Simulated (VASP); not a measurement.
Method: revTPSS meta-GGA, VASP's PBE PAW potentials (set 64) (plane waves; VASP 6.6.1).

VASP input:

**INCAR**
```
! general
SYSTEM  = SiO2
PREC    = Accurate
ENCUT   = 520
LREAL   = .False.
LASPH   = .True.

! electronic loop
EDIFF   = 1E-7
NELM    = 100
ALGO    = Normal
LMIXTAU = .True.

! smearing
ISMEAR  = 0
SIGMA   = 0.05

! functional
METAGGA = RTPSS

! ions
IBRION  = 2
NSW     = 30
ISIF    = 4
EDIFFG  = -0.01

! output
LWAVE   = .False.
LCHARG  = .False.
```

### POSCAR
```
SiO2
1
    4.1600896845     0.0000000000     0.0000000000
    0.0000000000     4.1600896845     0.0000000000
    0.0000000000     0.0000000000     2.6608790833
Si O
2 4
Direct
  1.0000000000   0.0000000000   0.0000000000
  0.5000000000   0.5000000000   0.5000000000
  0.3059334185   0.3059334185   0.0000000000
  0.8059334185   0.1940665815   0.5000000000
  0.1940665815   0.8059334185   0.5000000000
  0.6940665815   0.6940665815   0.0000000000
```

### KPOINTS
```
Automatic mesh
0
Gamma
5 5 8
0 0 0
```

POTCAR, in this order: Si O (PBE.64 set). Program: vasp_std.

Task: Predict the energy per atom (σ→0), band gap (on the k-mesh).

Result: 
```
Property                          Result
------------------------  --------------
energy per atom (σ→0)     -9.275 eV/atom
band gap (on the k-mesh)         5.97 eV
```

File OSZICAR:
```
...
DAV:   4    -0.556528319984E+02   -0.19936E-03   -0.11262E-04  1272   0.119E-01    0.496E-03
DAV:   5    -0.556528399167E+02   -0.79183E-05   -0.15830E-05  1284   0.438E-02    0.342E-03
DAV:   6    -0.556528470629E+02   -0.71463E-05   -0.58594E-06  1284   0.283E-02    0.747E-04
DAV:   7    -0.556528493252E+02   -0.22623E-05   -0.16694E-06  1228   0.156E-02    0.451E-04
DAV:   8    -0.556528497260E+02   -0.40078E-06   -0.14695E-07   864   0.474E-03    0.202E-04
DAV:   9    -0.556528498878E+02   -0.16179E-06   -0.63614E-08   736   0.282E-03    0.649E-05
DAV:  10    -0.556528499167E+02   -0.28894E-07   -0.10515E-08   636   0.111E-03
   4 F= -.55652850E+02 E0= -.55652850E+02  d E =-.230193E-03
```

The compound is SiO2 in the rutile structure, stishovite, a high-pressure form. This cell is one point of a volume scan, at 0.97 of the reference volume. Symmetry was kept, so distortions that lower it aren't found.
